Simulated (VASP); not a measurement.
Output of a VASP run:

File OSZICAR:
```
       N       E                     dE             d eps       ncg     rms          rms(c)
DAV:   1     0.178798699721E+02    0.17880E+02   -0.43851E+03   752   0.102E+03
DAV:   2    -0.116077064150E+02   -0.29488E+02   -0.28518E+02  1144   0.120E+02
DAV:   3    -0.120840171366E+02   -0.47631E+00   -0.47631E+00   856   0.193E+01
DAV:   4    -0.120852159996E+02   -0.11989E-02   -0.11989E-02  1128   0.841E-01
DAV:   5    -0.120852167938E+02   -0.79424E-06   -0.79424E-06   872   0.142E-02    0.524E+00
DAV:   6    -0.114386671211E+02    0.64655E+00   -0.19951E+00   792   0.750E+00    0.259E+00
DAV:   7    -0.113688516104E+02    0.69816E-01   -0.24527E-01  1056   0.298E+00    0.989E-01
DAV:   8    -0.113613612219E+02    0.74904E-02   -0.22292E-02   816   0.106E+00    0.125E-01
DAV:   9    -0.113616961018E+02   -0.33488E-03   -0.57435E-04   960   0.202E-01    0.734E-02
DAV:  10    -0.113618737898E+02   -0.17769E-03   -0.28323E-04   888   0.126E-01    0.172E-02
DAV:  11    -0.113618788070E+02   -0.50171E-05   -0.10026E-05  1128   0.257E-02    0.152E-02
DAV:  12    -0.113618782626E+02    0.54437E-06   -0.24191E-06   792   0.109E-02
   1 F= -.80977569E+01 E0= -.80977569E+01  d E =-.809776E+01
       N       E                     dE             d eps       ncg     rms          rms(c)
DAV:   1    -0.110845663959E+02    0.27731E+00   -0.42976E+00   888   0.170E+01    0.223E+00
DAV:   2    -0.109912839831E+02    0.93282E-01   -0.12196E-01   808   0.231E+00    0.106E+00
DAV:   3    -0.109582504808E+02    0.33034E-01   -0.71111E-02   800   0.150E+00    0.436E-01
DAV:   4    -0.109568221954E+02    0.14283E-02   -0.26818E-03   960   0.371E-01    0.221E-01
DAV:   5    -0.109566638639E+02    0.15833E-03   -0.28123E-04   952   0.120E-01    0.102E-01
DAV:   6    -0.109566627013E+02    0.11626E-05   -0.11649E-05   848   0.274E-02    0.495E-03
DAV:   7    -0.109566624178E+02    0.28353E-06   -0.91153E-07   576   0.586E-03
   2 F= -.80638268E+01 E0= -.80638268E+01  d E =0.339301E-01
       N       E                     dE             d eps       ncg     rms          rms(c)
DAV:   1    -0.112814751572E+02   -0.32481E+00   -0.13029E+00   888   0.894E+00    0.117E+00
DAV:   2    -0.112512470307E+02    0.30228E-01   -0.44809E-02   768   0.138E+00    0.579E-01
DAV:   3    -0.112411112649E+02    0.10136E-01   -0.22107E-02   864   0.835E-01    0.184E-01
DAV:   4    -0.112405335526E+02    0.57771E-03   -0.10555E-03   912   0.224E-01    0.988E-02
DAV:   5    -0.112404860152E+02    0.47537E-04   -0.76335E-05   984   0.620E-02    0.535E-02
DAV:   6    -0.112404857334E+02    0.28185E-06   -0.45285E-06   856   0.164E-02
   3 F= -.81415318E+01 E0= -.81415318E+01  d E =-.437749E-01
```

OUTCAR:
```
------------------------ aborting loop because EDIFF is reached ----------------------------------------
  FORCE on cell =-STRESS in cart. coord.  units (eV):
  Direction    XX          YY          ZZ          XY          YZ          ZX
  --------------------------------------------------------------------------------------
  Total        3.0729536      3.0729536      3.0729536      0.0000000      0.0000000     -0.0000000
  in kB      198.3219947    198.3219947    198.3219947      0.0000000      0.0000000     -0.0000000
  external PRESSURE =      -1.6780053 kB  Pullay stress =     200.0000000 kB
  volume of cell :       24.83
      direct lattice vectors                 reciprocal lattice vectors
     0.000000000  2.315378012  2.315378012    -0.215947460  0.215947460  0.215947460
     2.315378012  0.000000000  2.315378012     0.215947460 -0.215947460  0.215947460
     2.315378012  2.315378012  0.000000000     0.215947460  0.215947460 -0.215947460
  FREE ENERGIE OF THE ION-ELECTRON SYSTEM (eV)
  ---------------------------------------------------
  free  energy   TOTEN  =       -11.2404857334 eV

  energy  without entropy=      -11.2404857334  energy(sigma->0) =      -11.24048573
  enthalpy is  TOTEN    =        -8.1415317813 eV   P V=        3.0989539521

 reached required accuracy - stopping structural energy minimisation
```
(Selected blocks of OUTCAR.)

POSCAR:
```
BAs
1
    0.0000000000     2.3558029671     2.3558029671
    2.3558029671     0.0000000000     2.3558029671
    2.3558029671     2.3558029671     0.0000000000
B As
1 1
Direct
  0.0000000000   0.0000000000   0.0000000000
  0.2500000000   0.2500000000   0.2500000000
```

Question: Reconstruct the remaining input files.

Answer: Several could match; the one computed here: the input of the run itself, PBE GGA, plane waves, VASP's PBE PAW potentials (set 64).

### KPOINTS
```
Automatic
0
Gamma
10 10 10
```

### INCAR
```
ISIF = 3
EDIFF = 1E-6
IBRION = 2
ISMEAR = 0   ! Gaussian
LWAVE = .FALSE.
LMAXMIX = 4   ! l cut-off of mixed one-centre charges
ALGO = Normal   ! blocked Davidson
SYSTEM = BAs
PSTRESS = 200   ! kbar
ENCUT = 620   ! plane-wave cut-off (eV)
LREAL = .FALSE.   ! projection in real space or not
NSW = 40   ! most ionic steps
SIGMA = 0.05
NELM = 100   ! most electronic steps
PREC = Accurate
LASPH = .TRUE.   ! aspherical one-centre terms
GGA = PE
EDIFFG = -0.02
LCHARG = .FALSE.
```

POTCAR, in this order: B As (PBE.64 set). Program: vasp_std.

Energy and stress use the plane-wave basis of the starting cell.

The compound is BAs in the zinc blende structure. This run relaxes it under an external pressure of 20 GPa. Symmetry was kept, so distortions that lower it aren't found.
